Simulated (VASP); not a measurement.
Write the native input for VASP 6.6.1 that does the following.

```
Task                   : relaxation of cell and atoms
Functional             : PBE
Potentials or basis    : VASP PAW PBE potentials, release 64 (Ga_d, Bi_d, O)
Cutoff                 : 520 eV
k mesh                 : 3 × 3 × 3
Occupations            : gaussian, width 0.15 eV
Spin                   : no spin polarisation
Further INCAR settings : PREC = Normal; ALGO = Fast; EDIFF = 0.0001; IBRION = 2; EDIFFG = -0.08; NSW = 24; ISIF = 3
```

The structure of Ga3BiO4 lies in POSCAR:

```
Ga3BiO4
1.0
   -3.3914666400      3.3914666400      2.8541105400
    3.3914666400     -3.3914666400      2.8541105400
    3.3914666400      3.3914666400     -2.8541105400
Ga Bi O
3 1 4
Direct
    0.5000000000      0.0000000000      0.5000000000
    0.0000000000      0.5000000000      0.5000000000
    0.5000000000      0.5000000000      0.0000000000
    0.0000000000      0.0000000000      0.0000000000
    0.9212659900      0.4212659900      0.8425319800
    0.5787340100      0.0787340100      0.1574680200
    0.0787340100      0.9212659900      0.5000000000
    0.4212659900      0.5787340100      0.5000000000
```

The cell was built by a generator and needn't be a form met in nature.

One way to write it, as run:

INCAR

```
SYSTEM = Ga3BiO4
ALGO = Fast ; EDIFF = 1E-4
EDIFFG = -0.08 ; ENCUT = 520
GGA = PE ; IBRION = 2
ISIF = 3 ; ISMEAR = 0
LASPH = .TRUE. ; LCHARG = .FALSE.
LREAL = .FALSE. ; LWAVE = .FALSE.
NELM = 60 ; NSW = 24
PREC = Normal ; SIGMA = 0.15
```

KPOINTS

```
k-points
0
G
  3 3 3
  0 0 0
```

Potentials or basis: VASP PAW PBE potentials, release 64 (Ga_d, Bi_d, O).

The run is started by

```console
$ cat potpaw_PBE.64/Ga_d/POTCAR potpaw_PBE.64/Bi_d/POTCAR potpaw_PBE.64/O/POTCAR > POTCAR
$ mpirun -np 1 vasp_std > vasp.out
```

It gave:

```json
{
  "Relaxed volume": "15.59 Å³/atom",
  "Relaxed cell": "a = 5.508 Å, b = 5.508 Å, c = 5.508 Å, α = 104.08°, β = 104.08°, γ = 120.89°",
  "Space group after relaxing (to 0.05 Å)": "I422 (No. 97)",
  "Energy gained by relaxing": "280.7 meV/atom",
  "Ionic steps": "9",
  "Pressure after relaxing": "0.0 GPa",
  "Largest force after relaxing": "0.069 eV/Å",
  "Band gap on the k mesh": "none (metal or under the smearing width)"
}
```

Caveat: the k mesh is coarse (spacing up to 0.48 Å⁻¹), so the values aren't converged; spin-orbit coupling is left out, which moves the levels of the heavy elements; the relaxation stopped at a loose force limit of 0.08 eV/Å, so its end isn't a converged minimum.

Run time: 85 s on 1 thread of Intel(R) Xeon(R) 6975P-C (Granite Rapids) (shared host), peak memory 0.21 GiB.
